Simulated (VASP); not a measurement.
```
CELL_PARAMETERS angstrom
      3.32310     0.00000     0.00000
      0.00000     3.32310     0.00000
      0.00000     0.00000     3.32310
ATOMIC_POSITIONS crystal
  Ni 0.00000 0.00000 0.00000
  Te 0.50000 0.50000 0.50000
```
Starting moments (μB, in the order of the record's atoms Ni Te): 2.0 0.0.

The numbers are results of PBE GGA, VASP's PBE PAW potentials (set 64) (plane waves; VASP), not measurements. Settings: 300 eV cut-off, 7×7×7 Γ-centred mesh, Fermi-Dirac smearing of 0.10 eV, potentials Ni Te.

Give the spin-up energies of bands 2 to 12 at the high-symmetry points, in eV from the Fermi level.

```
band      Γ      X      M      R
----  -----  -----  -----  -----
2     -2.40  -7.96  -5.89  -5.29
3     -2.40  -2.48  -5.89  -5.29
4     -1.46  -2.48  -2.84  -5.29
5     -1.46  -2.15  -1.76  -1.09
6     -1.46  -1.44  -1.76  -1.09
7     -0.87  -1.08  -1.17   0.23
8     -0.87   2.12  -1.11   0.23
9     -0.87   2.12  -0.08   0.23
10     2.16   5.21   1.92   0.89
11     5.56   6.07   8.61   0.89
12     5.56   6.59   8.61   0.89
```

Give the spin-down energies of bands 2 to 12 at the high-symmetry points, in eV from the Fermi level.

```tsv
band	Γ	X	M	R
2	-2.40	-7.96	-5.89	-5.29
3	-2.40	-2.48	-5.89	-5.29
4	-1.46	-2.48	-2.84	-5.29
5	-1.46	-2.15	-1.76	-1.09
6	-1.46	-1.44	-1.76	-1.09
7	-0.87	-1.08	-1.17	0.23
8	-0.87	2.12	-1.11	0.23
9	-0.87	2.12	-0.08	0.23
10	2.16	5.21	1.92	0.89
11	5.56	6.07	8.61	0.89
12	5.56	6.59	8.61	0.89
```

It has no gap at this level: it comes out as a metal or semimetal.

The structure was generated: NiTe was put into an ordered model structure, which need not be its known phase. The cell was not relaxed at this level.
